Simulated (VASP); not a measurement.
VASP input:

**INCAR**
```
SYSTEM = Si
PREC = Accurate
ENCUT = 400
EDIFF = 1E-6
NELM = 100
ALGO = Normal
LREAL = .FALSE.
LASPH = .TRUE.
ISMEAR = 0
SIGMA = 0.05
GGA = PE
LWAVE = .FALSE.
LCHARG = .FALSE.
ISIF = 2
```

File POSCAR:
```
Si
1
    0.0000000000     5.1314803500     5.1314803500
    5.1314803500     0.0000000000     5.1314803500
    5.1314803500     5.1314803500     0.0000000000
Si
2
Direct
  0.0000000000   0.0000000000   0.0000000000
  0.2500000000   0.2500000000   0.2500000000
```

File KPOINTS:
```
Automatic mesh
0
Gamma
3 3 3
0 0 0
```

POTCAR, in this order: Si (PBE.64 set). Program: vasp_std.

Output

**standard output**
```
 POSCAR found type information on POSCAR Si
 POSCAR found :  1 types and       2 ions
 Reading from existing POTCAR
 Reading from existing POTCAR
 LDA part: xc-table for (Slater+PW92), standard interpolation
 POSCAR, INCAR and KPOINTS ok, starting setup
 WAVECAR not read
 entering main loop
       N       E                     dE             d eps       ncg     rms          rms(c)
DAV:   1     0.112967253884E+02    0.11297E+02   -0.19267E+03    64   0.509E+02
DAV:   2    -0.143801892694E+01   -0.12735E+02   -0.12658E+02   112   0.531E+01
DAV:   3    -0.215673248111E+01   -0.71871E+00   -0.69057E+00    96   0.126E+01
DAV:   4    -0.216919053290E+01   -0.12458E-01   -0.12355E-01    64   0.221E+00
DAV:   5    -0.216961310869E+01   -0.42258E-03   -0.42250E-03    64   0.399E-01    0.640E-01
DAV:   6    -0.216552608617E+01    0.40870E-02   -0.22367E-02    64   0.722E-01    0.395E-01
DAV:   7    -0.216947852315E+01   -0.39524E-02   -0.42532E-02    64   0.100E+00    0.144E-01
DAV:   8    -0.217084451844E+01   -0.13660E-02   -0.16333E-03    64   0.226E-01    0.146E-02
DAV:   9    -0.217088771906E+01   -0.43201E-04   -0.67651E-05    64   0.494E-02    0.701E-03
DAV:  10    -0.217088847546E+01   -0.75640E-06   -0.50478E-06    64   0.170E-02
   1 F= -.21708885E+01 E0= -.21614125E+01  d E =-.189520E-01
```

**OUTCAR**
```
------------------------ aborting loop because EDIFF is reached ----------------------------------------
  FORCE on cell =-STRESS in cart. coord.  units (eV):
  Direction    XX          YY          ZZ          XY          YZ          ZX
  --------------------------------------------------------------------------------------
  Total       -3.0075364     -3.0075364     -3.0075364      0.0000000      0.0000000      0.0000000
  in kB      -17.8304980    -17.8304980    -17.8304980      0.0000000      0.0000000      0.0000000
  external PRESSURE =     -17.8304980 kB  Pullay stress =       0.0000000 kB
  volume of cell :      270.25
      direct lattice vectors                 reciprocal lattice vectors
     0.000000000  5.131480350  5.131480350    -0.097437770  0.097437770  0.097437770
     5.131480350  0.000000000  5.131480350     0.097437770 -0.097437770  0.097437770
     5.131480350  5.131480350  0.000000000     0.097437770  0.097437770 -0.097437770
 POSITION                                       TOTAL-FORCE (eV/Angst)
 -----------------------------------------------------------------------------------
      0.00000      0.00000      0.00000        -0.000000     -0.000000     -0.000000
      2.56574      2.56574      2.56574         0.000000      0.000000      0.000000
 -----------------------------------------------------------------------------------
    total drift:                               -0.000000     -0.000000     -0.000000
  FREE ENERGIE OF THE ION-ELECTRON SYSTEM (eV)
  ---------------------------------------------------
  free  energy   TOTEN  =        -2.1708884755 eV

  energy  without entropy=       -2.1519364439  energy(sigma->0) =       -2.16141246
```
(Selected blocks of OUTCAR.)

Read input and log: which fault does this run have?
(A) the lattice vectors carry noise near SYMPREC
(B) ICHARG = 11 asks for a fixed density, but there is no CHGCAR
(C) the lattice was typed in bohr, and VASP reads ångström
(D) selective dynamics freezes every atom

C, the lattice was typed in bohr, and VASP reads ångström. The run ends without an error. Against the sound run, the energy per atom (σ→0) increases by 4.330 eV/atom; the pressure drops by 3.78 GPa; the band gap falls by 0.71 eV; the volume goes up by 570 %.

To mend it, correct POSCAR, correct KPOINTS.
### POSCAR
```
Si
1
    0.0000000000     2.7155000000     2.7155000000
    2.7155000000     0.0000000000     2.7155000000
    2.7155000000     2.7155000000     0.0000000000
Si
2
Direct
  0.0000000000   0.0000000000   0.0000000000
  0.2500000000   0.2500000000   0.2500000000
```
KPOINTS:
```
Automatic mesh
0
Gamma
6 6 6
0 0 0
```
The mended run (PBE GGA, plane waves, VASP's PBE PAW potentials (set 64)) converges, and its OSZICAR ends with
```
   1 F= -.10820774E+02 E0= -.10820774E+02  d E =-.320666E-11
```

The compound is Si in the diamond structure. The cell was not relaxed at this level.
